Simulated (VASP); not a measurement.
The system is HfTeSe5.

```
CELL_PARAMETERS angstrom
4.63157 0.00000 0.00000
0.00000 4.63157 0.00000
0.00000 0.00000 8.42054
ATOMIC_POSITIONS crystal
Hf 0.50000 0.50000 0.00000
Te 0.00000 0.00000 0.50000
Se 0.00000 0.50000 0.27513
Se 0.00000 0.50000 0.72487
Se 0.50000 0.00000 0.27513
Se 0.50000 0.00000 0.72487
Se 0.00000 0.00000 0.00000
```

The cell was built by a generator and needn't be a form met in nature.

* Program: VASP 6.6.1
* Task: relaxation of cell and atoms
* Functional: PBE
* Potentials or basis: VASP PAW PBE potentials, release 64 (Hf_pv, Te, Se)
* Cutoff: 520 eV
* k mesh: 3 × 3 × 2
* Occupations: gaussian, width 0.15 eV
* Spin: no spin polarisation

At the start: pressure -6.5 GPa; volume 25.80 Å³/atom.

Task: How do energy, volume and symmetry change on relaxing?

Result: Over 7 steps the energy falls by 192.7 meV/atom and the volume is 23.67 Å³/atom (-8.3 %); space group P4/mmm (No. 123, to 0.05 Å).

The path:
```tsv
step	energy change (eV)	largest force (eV/Å)	pressure (GPa)	volume (Å³)
1	0.0000	0.9788	-6.48	180.63
2	-0.5655	1.0824	3.74	154.70
3	-0.5938	1.0826	1.47	158.71
4	-0.8569	0.9312	1.67	158.35
5	-1.2541	0.0675	3.86	157.09
6	-1.2942	0.0574	-2.46	172.94
7	-1.3488	0.0457	0.06	165.70
```

Final structure:
```yaml
crystal:
  lattice:
    - [4.64500, 0.00000, 0.00000]
    - [0.00000, 4.64500, 0.00000]
    - [0.00000, 0.00000, 7.67978]
  atoms:
    - { symbol: Hf, position: [0.50000, 0.50000, 0.00000] }
    - { symbol: Te, position: [0.00000, 0.00000, 0.50000] }
    - { symbol: Se, position: [0.00000, 0.50000, 0.23636] }
    - { symbol: Se, position: [0.00000, 0.50000, 0.76364] }
    - { symbol: Se, position: [0.50000, 0.00000, 0.23636] }
    - { symbol: Se, position: [0.50000, 0.00000, 0.76364] }
    - { symbol: Se, position: [0.00000, 0.00000, 0.00000] }
```

Caveat: the k mesh is coarse (spacing up to 0.45 Å⁻¹), so the values aren't converged.
